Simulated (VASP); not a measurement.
Nb:

```
CELL_PARAMETERS angstrom
-1.66395 1.66395 1.66395
1.66395 -1.66395 1.66395
1.66395 1.66395 -1.66395
ATOMIC_POSITIONS crystal
Nb 0.00000 0.00000 0.00000
```

```yaml
Program: VASP 6.6.1
Task: relaxation of cell and atoms
Functional: PBE
Potentials_or_basis: VASP PAW PBE potentials, release 64 (Nb_sv)
Cutoff: 520 eV
k_mesh: 18 × 18 × 18
Occupations: gaussian, width 0.1 eV
Spin: no spin polarisation
```

At the start: pressure -2.8 GPa; volume 18.43 Å³/atom.

Q: Where does the relaxation end?

A: Over 3 steps the energy falls by 2.7 meV/atom and the volume is 18.12 Å³/atom (-1.7 %); space group Im-3m (No. 229, to 0.05 Å).

The path:
| step | energy change (eV) | largest force (eV/Å) | pressure (GPa) | volume (Å³) |
| --- | --- | --- | --- | --- |
| 1 | 0.0000 | 0.0000 | -2.80 | 18.43 |
| 2 | 0.0060 | 0.0000 | 5.35 | 17.58 |
| 3 | -0.0027 | 0.0000 | -0.02 | 18.12 |

Final structure:
```cif
data_structure
_symmetry_space_group_name_H-M 'P 1'
_symmetry_Int_Tables_number 1
_cell_length_a 2.8659
_cell_length_b 2.8659
_cell_length_c 2.8659
_cell_angle_alpha 109.471
_cell_angle_beta 109.471
_cell_angle_gamma 109.471
_cell_volume 18.12
loop_
_atom_site_label
_atom_site_type_symbol
_atom_site_fract_x
_atom_site_fract_y
_atom_site_fract_z
_atom_site_occupancy
Nb1 Nb 0.00000 0.00000 0.00000 1
```
